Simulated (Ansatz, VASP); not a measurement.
**Ti2NF2 in two plane-wave programs**

One calculation is typed for both programs; each brings its own data sets. How far apart do they land? The cell is taken from a series of runs on this material, whose earlier steps may have relaxed, scaled, displaced or heated it; both programs get it as it stands.

Program: Ansatz 0.2.0. Level of theory: plane waves, with VASP 6.6.1 beside it; single point at PBE. Results are calculated unless marked as measured.

**1. The structure**

The cell holds 5 atoms: 1 N, 2 Ti and 2 F. Cell: a = 3.040 Å, b = 3.040 Å, c = 20.000 Å, α = 90.0°, β = 90.0°, γ = 120.0°. Vacuum lies along c.

**2. Ansatz: single point, PBE**

Ansatz runs on its PAW soft_1 files.

A single point gives forces, pressure and levels at one fixed geometry, so differences don't come from the geometry; what else differs is listed under the comparison.

input.yaml reads:

```yaml
crystal:
  lattice:
    - [3.04, 0.0, 0.0]
    - [-1.52, 2.63272, 0.0]
    - [0.0, 0.0, 20.0]
  atoms:
    - { symbol: "N", position: [0.0, 0.0, 0.5] }
    - { symbol: Ti, position: [0.333333, 0.666667, 0.56] }
    - { symbol: Ti, position: [0.666667, 0.333333, 0.44] }
    - { symbol: F, position: [0.666667, 0.333333, 0.6175] }
    - { symbol: F, position: [0.333333, 0.666667, 0.3825] }
  periodic: [true, true, false]
kpoints:
  mp_grid: { grid: [6, 6, 1] }
hamiltonian:
  xc: pbe
  pseudopotentials: { kind: paw, azcp: { folder: soft_1 } }
scf:
  occupations: { method: gaussian, width: 0.1 }
output:
  forces: true
  stress: true
  eigenvalues: true
```

Command:

```console
ansatz run input.yaml --threads 4 --pin off --max-ram 16384MiB --backend cpu --events-out ev --progress --plain --runs-dir out
```

Numbers of over 12 decimals in the logs are rounded to 6 here.

The log of the run:

```text
Warning: crystal.periodic: the lattice vector that does not repeat stood 0.000° off the slab's normal, 20.000 Å along it as the deck builds it. The run solves the slab on a vector along the normal, 33.200 Å long, with every atom where it was (on the deck's vector they left 15.30 Å outside them, and the widest stretch free of ions among them is 1.20 Å). A fractional position that the run reports is one of the run's ce [...]
Warning: the atoms were moved onto the symmetric positions of the space group found under crystal.symmetry.tolerance 1.0e-5 (fractional; no operation is sought that the atoms, as they stand in a round, miss by more than twice it, and no atom is moved by as much as it), and the run uses the moved positions. Before a round's move an operation carried an atom to 3.04e-6 Å from where it should land, the largest such dist [...]
crystal.periodic: the lattice vector that does not repeat stood 0.000° off the slab's normal, 20.000 Å along it as the deck builds it. The run solves the slab on a vector along the normal, 33.200 Å long, with every atom where it was (on the deck's vector they left 15.30 Å outside them, and the widest stretch free of ions among them is 1.20 Å). A fractional position that the run reports is one of the run's cell, which [...]
Engine: ansatz 0.2.0, aarch64-unknown-linux-gnu
Pseudopotentials: kind: paw
Pseudopotential: N, paw, valence charge 5, recommended cutoff 420 eV (normal), soft_1/N.paw.azcp
Pseudopotential: Ti, paw, valence charge 12, recommended cutoff 420 eV (normal), soft_1/Ti.paw.azcp
Pseudopotential: F, paw, valence charge 7, recommended cutoff 420 eV (normal), soft_1/F.paw.azcp
Functional definition: PBE
  parameter kappa = 0.804
  parameter beta = 0.066725
  exchange = pbe_x(kappa = kappa, mu = beta*pi^2/3)
  correlation = pbe_c(beta = beta)
Crystal: 5 atoms, lattice volume = 265.715 Å³
Basis set: ecut = 420 eV, 5151 PW (Γ), exchange–correlation on 48×48×450 points (8 copies of the dense FFT grid, shifted against one another)
Bands: 27, of which v1, the nominal top of the filled ones, is band 22 counted from 1 (21 counted from 0)
Symmetry: 12 space group operations
Space group: P-3m1 (ITA 164), of the structure as read, at distance tolerance 6.4e-5 Å
k-points: 7 of 36
Non-local potential: N, projectors of the file, l = 0: 2, l = 1: 2, l = 2: 1
Non-local potential: Ti, projectors of the file, l = 0: 3, l = 1: 2, l = 2: 3, l = 3: 1
Non-local potential: F, projectors of the file, l = 0: 2, l = 1: 2, l = 2: 1
PAW form: soft (Blöchl's): semilocal exchange-correlation on the pseudo side does not see the compensation charge
PAW one-centre angular grid: N, 110 points (default); XC on 64 Gauss nodes
PAW one-centre angular grid: Ti, 590 points (default); XC on 64 Gauss nodes
PAW one-centre angular grid: F, 110 points (default); XC on 64 Gauss nodes
Initial density: superposition of atomic densities (neutral atoms: chi_scale 0, normalization atom)
Initial wavefunctions: pseudopotential atomic-orbital guess
Functional: x = pbe(κ = 0.804, μ = 0.219515), c = pbe(β = 0.066725)
SCF iter   1: F=—  HF=-7010.639979 eV  |F-HF|=—  |Δ(HF+E_count)|=         —  Δρ=6.61e-2  dr2=1.66e1  ethr=3.10e-3  ⟨swp⟩=12.6  Hψ=1331  notcnv=0
preconditioner: auto → LDOS  [metal: Δε(μ)=0.021 eV  Ē_g=9.841 eV  σ=0.100 eV  W_gap=0.12  n_scr=20 (ndim 8)  ℏωp=10.9 eV  f_vac=0.766  D(μ)=4.03/eV (n_scr^D=16)  β→1.0]
SCF iter   2: F=—  HF=-7007.118158 eV  |F-HF|=—  |Δ(HF+E_count)|=    3.52e0  Δρ=4.42e-2  dr2=2.77e0  ethr=3.10e-3  ⟨swp⟩=5.7  Hψ=598  notcnv=0  defer=4
SCF iter   3: F=—  HF=-7006.592611 eV  |F-HF|=—  |Δ(HF+E_count)|=   5.26e-1  Δρ=1.27e-2  dr2=2.49e-1  ethr=3.10e-3  ⟨swp⟩=3.3  Hψ=481  notcnv=0  defer=4
SCF iter   4: F=—  HF=-7006.541514 eV  |F-HF|=—  |Δ(HF+E_count)|=   5.11e-2  Δρ=4.33e-3  dr2=5.57e-2  ethr=5.79e-4  ⟨swp⟩=2.9  Hψ=435  notcnv=0  defer=5
SCF iter   5: F=—  HF=-7006.534824 eV  |F-HF|=—  |Δ(HF+E_count)|=   6.69e-3  Δρ=6.82e-4  dr2=9.20e-4  ethr=1.30e-4  ⟨swp⟩=2.6  Hψ=316  notcnv=0  defer=5
SCF iter   6: F=—  HF=-7006.535462 eV  |F-HF|=—  |Δ(HF+E_count)|=   6.38e-4  Δρ=1.69e-4  dr2=3.21e-5  ethr=2.14e-6  ⟨swp⟩=3.3  Hψ=431  notcnv=0  defer=4
SCF iter   7: F=—  HF=-7006.535508 eV  |F-HF|=—  |Δ(HF+E_count)|=   4.61e-5  Δρ=3.80e-5  dr2=2.39e-6  ethr=7.45e-8  ⟨swp⟩=3.1  Hψ=363  notcnv=0  defer=4
SCF iter   8: F=-7006.535515 eV  HF=-7006.535514 eV  |F-HF|=8.32e-7  |Δ(HF+E_count)|=   5.86e-6  Δρ=7.99e-6  dr2=7.23e-8  ethr=2.33e-10  ⟨swp⟩=13.6  Hψ=1650  notcnv=0
SCF 1 converged in 8 iterations: F = -7006.535515 eV  dr2 = 7.23e-8
  greatest PAW one-centre occupation: 0.999 electrons in one spin orbital (limit 2), on the Ti atom at site 2 (counted from 0), in its partial waves of l = 0
SCF converged after 8 iterations
Free energy (F): -7006.535515 eV
Harris-Foulkes:  -7006.535514 eV  (|F-HF|=8.32e-7)
Internal energy: -7006.523464 eV  (E = F + TS)
E sigma→0 (E₀):  -7006.529490 eV
Entropy (-TS):   -0.012050 eV (-2.410 meV/atom)
Fermi energy:    -3.358698 eV
--- Per-component energies (eV) ---
  E_band       = -1061.343934
  E_kinetic    = 1086.509003
  E_local      = -136284.781367  (includes V_loc(G=0)·N_el)
  E_nonlocal   = 331.656561
  E_hartree    = 67440.991053
  E_xc         = -446.698078
  E_vxc        = -565.204535  (∫ρ·V_xc dr)
  E_paw        = -2621.574051  (= ΣΔE_a)
  E_vpaw       = -511.518633  (= ΣTr[D̂ρ^β])
  E_aug_tail   = 0.002039  (compensation charges beyond the density's cutoff)
  E_ewald      = 63487.371375
  E_smearing   = -0.012050  (= −TS)
  E_closure    = -0.000000  (closes the sum)
  Σ components = -7006.535515   (vs F -7006.535515, Δ=0.00e0)
--- Forces (eV/Å), atoms counted from 1 ---
  atom   1  N     -0.00000000     0.00000000     0.00000000
  atom   2  Ti    -0.00000000     0.00000000    -3.12596016
  atom   3  Ti     0.00000000    -0.00000000     3.12596016
  atom   4  F      0.00000000    -0.00000000     1.17205940
  atom   5  F     -0.00000000     0.00000000    -1.17205940
  max |Σ_I F_I| component: 2.22e-16 eV/Å
--- 2D stress c σ (N/m, compression-positive) ---
       -0.489564       0.000000       0.000000
        0.000000      -0.489564       0.000000
        0.000000       0.000000       0.000000
  P = ½ c Tr σ = -0.4896 N/m
--- Band table (eV; the first three rows and the last of 7) ---
  k-point 0: bands = [... 18 lower, -7.6693, -7.6693, -3.8540, -3.8540, -3.7735, -2.5733, -2.5733, -2.3525, ... 1 higher]
  k-point 1: bands = [... 18 lower, -8.4669, -7.8784, -4.3713, -3.4311, -3.4257, -2.6702, -2.3356, -2.3240, ... 1 higher]
  k-point 2: bands = [... 18 lower, -8.6683, -8.1162, -5.1832, -2.7907, -2.6108, -2.5554, -2.0244, -1.8823, ... 1 higher]
  k-point 6: bands = [... 18 lower, -9.4314, -8.8193, -3.4953, -3.0267, -3.0267, -2.2306, -2.0751, -2.0751, ... 1 higher]
```

**3. VASP: single point, PBE**

The same cell, functional, mesh and smearing now go to VASP, with its own data sets.

Lines of VASP's logs that name or quote its potential files are left out, and so is its time.

INCAR reads:

```
SYSTEM = Ti2NF2
PREC = Accurate
ENCUT = 520
EDIFF = 1E-06
NELM = 120
ISMEAR = 0
SIGMA = 0.1
LREAL = .FALSE.
ALGO = Normal
GGA = PE
NBANDS = 27
LASPH = .TRUE.
LORBIT = 11
LWAVE = .FALSE.
LCHARG = .FALSE.
ISIF = 2
LDIPOL = .TRUE.
IDIPOL = 3
DIPOL = 0.5 0.5 0.5
LVHAR = .TRUE.
GGA_COMPAT = .FALSE.
NELMDL = -8
KPAR = 2
```

POSCAR reads:

```
Ti2NF2
1.0
    3.0400000000      0.0000000000      0.0000000000
   -1.5200000000      2.6327200000      0.0000000000
    0.0000000000      0.0000000000     20.0000000000
N Ti F
1 2 2
Direct
    0.0000000000      0.0000000000      0.5000000000
    0.3333333333      0.6666666667      0.5600000000
    0.6666666667      0.3333333333      0.4400000000
    0.6666666667      0.3333333333      0.6175000000
    0.3333333333      0.6666666667      0.3825000000
```

KPOINTS reads:

```
Automatic mesh
0
Gamma
6 6 1
0 0 0
```

The projector-augmented-wave data sets are N, Ti_sv and F (PBE family, release 64).

Command:

```console
mpirun -np 2 vasp_std
```

The log of the run:

```text
[banner, memory and clock lines left out]
running    2 mpi-ranks, on    1 nodes
 distrk:  each k-point on    1 cores,    2 groups
 distr:  one band on    1 cores,    1 groups

 POSCAR found type information on POSCAR N TiF
 POSCAR found :  3 types and       5 ions
 LDA part: xc-table for (Slater+PW92), standard interpolation
 POSCAR, INCAR and KPOINTS ok, starting setup
 FFT: planning ... GRIDC
 FFT: planning ... GRID_SOFT
 FFT: planning ... GRID
 WAVECAR not read
 entering main loop
       N       E                     dE             d eps       ncg     rms          rms(c)
DAV:   1     0.556623266482E+03    0.55662E+03   -0.22777E+04   426   0.152E+03
DAV:   2     0.344787673468E+02   -0.52214E+03   -0.51050E+03   449   0.464E+02
DAV:   3    -0.414244817226E+02   -0.75903E+02   -0.75188E+02   533   0.173E+02
DAV:   4    -0.476849044136E+02   -0.62604E+01   -0.62226E+01   636   0.467E+01
DAV:   5    -0.481577889281E+02   -0.47288E+00   -0.47271E+00   548   0.815E+00
DAV:   6    -0.481715479087E+02   -0.13759E-01   -0.13758E-01   580   0.183E+00
DAV:   7    -0.481723516635E+02   -0.80375E-03   -0.80337E-03   556   0.293E-01
DAV:   8    -0.481723645152E+02   -0.12852E-04   -0.12814E-04   572   0.449E-02    0.219E+01
DAV:   9    -0.400366731173E+02    0.81357E+01   -0.65495E+01   498   0.666E+01    0.795E+00
DAV:  10    -0.397675969921E+02    0.26908E+00   -0.53393E+00   495   0.174E+01    0.478E+00
DAV:  11    -0.396926757949E+02    0.74921E-01   -0.57021E-01   436   0.533E+00    0.817E-01
DAV:  12    -0.396882798750E+02    0.43959E-02   -0.76513E-02   549   0.219E+00    0.598E-01
DAV:  13    -0.396811747490E+02    0.71051E-02   -0.18099E-02   467   0.114E+00    0.162E-01
DAV:  14    -0.396795652549E+02    0.16095E-02   -0.25621E-03   497   0.392E-01    0.790E-02
[...]
DAV:  19    -0.396794061910E+02   -0.16525E-03   -0.31681E-05   448   0.296E-02    0.703E-03
DAV:  20    -0.396794922953E+02   -0.86104E-04   -0.74961E-06   365   0.204E-02    0.383E-03
DAV:  21    -0.396795533747E+02   -0.61079E-04   -0.60175E-06   397   0.130E-02    0.225E-03
DAV:  22    -0.396795982527E+02   -0.44878E-04   -0.66267E-06   405   0.905E-03    0.255E-03
DAV:  23    -0.396796199224E+02   -0.21670E-04   -0.24829E-06   351   0.707E-03    0.813E-04
DAV:  24    -0.396796276362E+02   -0.77138E-05   -0.29428E-07   257   0.257E-03    0.664E-04
DAV:  25    -0.396796306566E+02   -0.30204E-05   -0.12648E-07   230   0.168E-03    0.132E-04
DAV:  26    -0.396796311581E+02   -0.50151E-06   -0.29638E-08   216   0.929E-04
   1 F= -.39679631E+02 E0= -.39673597E+02  d E =-.120678E-01
```

Parts of OUTCAR (step 3):

```text
ion  position               nearest neighbor table
   1  0.000  0.000  0.500-   2 2.13   3 2.13   3 2.13   2 2.13   3 2.13   2 2.13
   2  0.333  0.667  0.560-   4 2.10   4 2.10   4 2.10   1 2.13   1 2.13   1 2.13
   3  0.667  0.333  0.440-   5 2.10   5 2.10   5 2.10   1 2.13   1 2.13   1 2.13
   4  0.667  0.333  0.617-   2 2.10   2 2.10   2 2.10
   5  0.333  0.667  0.383-   3 2.10   3 2.10   3 2.10

  LATTYP: Found a hexagonal cell.
 ALAT       =     3.0400000000
 C/A-ratio  =     6.5789473684

 Subroutine GETGRP returns: Found 12 space group operations
 (whereof 12 operations were pure point group operations)

The static configuration has the point symmetry D_3d.

 Found      7 irreducible k-points:

   k-points           NKPTS =      7   k-points in BZ     NKDIM =      7   number of bands    NBANDS=     27

   dimension x,y,z NGX =    24 NGY =   24 NGZ =  150
   dimension x,y,z NGXF=    48 NGYF=   48 NGZF=  300

   ENCUT  =  520.0 eV  38.22 Ry    6.18 a.u.   5.65  5.65 37.19*2*pi/ulx,y,z

   NELECT =      43.0000    total number of electrons

 k-points in reciprocal lattice and weights: Automatic mesh
   0.00000000  0.00000000  0.00000000       0.028
   0.16666667  0.00000000  0.00000000       0.167
   0.33333333 -0.00000000  0.00000000       0.167
   0.50000000 -0.00000000  0.00000000       0.083
   0.16666667  0.16666667  0.00000000       0.167
   0.33333333  0.16666667  0.00000000       0.333
   0.33333333  0.33333333  0.00000000       0.056

 dipolmoment           0.000000      0.000000     -0.000000 electrons x Angstroem

 average (electrostatic) potential at core
       1 -69.4266       2 -81.4704       3 -81.4704       4 -82.0364       5 -82.0364

 E-fermi :   0.6877

 k-point     1 :       0.0000    0.0000    0.0000
  band No.  band energies     occupation
    ...
     19      -3.6157      2.00000
     20      -3.6157      2.00000
     21       0.1932      2.00000
     22       0.1932      2.00000
     23       0.2747      2.00000
     24       1.4729      0.00000
     25       1.4729      0.00000
     26       1.6989      0.00000
     27       1.8412      0.00000

 k-point     2 :       0.1667    0.0000    0.0000
  band No.  band energies     occupation
    ...
     19      -4.4134      2.00000
     20      -3.8245      2.00000
     21      -0.3228      2.00000
     22       0.6152      1.69498
     23       0.6206      1.65772
     24       1.3776      0.00000
     25       1.7097      0.00000
     26       1.7207      0.00000
     27       2.0190      0.00000

 k-point     3 :       0.3333   -0.0000    0.0000
  band No.  band energies     occupation
    ...
     17      -7.1783      2.00000
     18      -5.3534      2.00000
     19      -4.6113      2.00000
     20      -4.0617      2.00000
     21      -1.1328      2.00000
     22       1.2576      0.00000
     23       1.4342      0.00000
     24       1.4896      0.00000
     25       2.0194      0.00000
     26       2.1612      0.00000
    ...

  Total       -0.0909437     -0.0909439     -1.9155540     -0.0000000      0.0000000      0.0000000
  in kB       -0.9102801     -0.9102820    -19.1732940     -0.0000000      0.0000000      0.0000000
  external PRESSURE =      -6.9979521 kB  Pullay stress =       0.0000000 kB

  energy-cutoff  :      520.00
  volume of cell :      160.07
      direct lattice vectors                 reciprocal lattice vectors
     3.040000000  0.000000000  0.000000000     0.328947368  0.189917652  0.000000000
    -1.520000000  2.632720000  0.000000000     0.000000000  0.379835303  0.000000000
     0.000000000  0.000000000 20.000000000     0.000000000  0.000000000  0.050000000

 POSITION                                       TOTAL-FORCE (eV/Angst)
 -----------------------------------------------------------------------------------
      0.00000      0.00000     10.00000         0.000000     -0.000000      0.000000
     -0.00000      1.75515     11.20000         0.000000     -0.000000     -3.117862
      1.52000      0.87757      8.80000        -0.000000     -0.000000      3.117862
      1.52000      0.87757     12.35000        -0.000000      0.000000      1.208517
     -0.00000      1.75515      7.65000         0.000000     -0.000000     -1.208517
 -----------------------------------------------------------------------------------
    total drift:                                0.000000     -0.000000      0.000000

  FREE ENERGIE OF THE ION-ELECTRON SYSTEM (eV)
  ---------------------------------------------------
  free  energy   TOTEN  =       -39.6796311581 eV

  energy  without entropy=      -39.6675633765  energy(sigma->0) =      -39.67359727

 vacuum level on the upper side and lower side of the slab         4.095         4.095

 total charge
# of ion       s       p       d       tot
------------------------------------------
    1        1.241   2.481   0.000   3.722
    2        2.151   6.156   1.991  10.297
    3        2.151   6.156   1.991  10.297
    4        1.737   4.377   0.000   6.114
    5        1.737   4.377   0.000   6.114
--------------------------------------------------
tot          9.017  23.546   3.981  36.545

[... 3 further parts left out ...]
```

This run has no spin polarisation, so a moment on Ti, if there is one, isn't seen. Its electron count is odd, so without a moment it is a metal by construction.

**4. Differences**

Known differences besides the potentials themselves: Ansatz cuts the interaction across the vacuum, VASP repeats the sheet with a dipole correction; the cutoff is 420 eV in Ansatz and 520 eV in VASP. Total energies have different zeros and are not compared.

Forces (eV/Å; atoms numbered as in POSCAR):

| atom | Ansatz x, y, z | VASP x, y, z |
| --- | --- | --- |
| N1 | 0.000, 0.000, 0.000 | 0.000, 0.000, 0.000 |
| Ti2 | 0.000, 0.000, -3.126 | 0.000, 0.000, -3.118 |
| Ti3 | 0.000, 0.000, 3.126 | 0.000, 0.000, 3.118 |
| F4 | 0.000, 0.000, 1.172 | 0.000, 0.000, 1.209 |
| F5 | 0.000, 0.000, -1.172 | 0.000, 0.000, -1.209 |

The forces differ by 14 meV/Å r.m.s., which is 1.1 % of the r.m.s. force of 1.221 eV/Å (both taken over all components). With vacuum in the cell, a pressure given here is an average over mostly empty space and none of the material.

**5. Summary of results**

| Quantity | Value |
| --- | --- |
| r.m.s. force difference (single point, PBE) | 1.1 % of the r.m.s. force |

What this shows: The r.m.s. force difference is 1.1 % of the r.m.s. force (single point, PBE), within the 3 % picked in this series as the mark of a large difference. How closely two codes agree says nothing of how well the functional describes the real material.

[Lines on the potential files, build, host, timing and source positions are cut from VASP's logs without a mark.]

[Logs are printed without paths, hosts, clocks, repeated set-up lines and the standing remarks that a program may print on its own settings, such as how far it seeks lower states.]

[Hosts, paths, dates, database ids (printed as entryN), source tags and the programs' standing remarks are cut or masked in the printed files.]
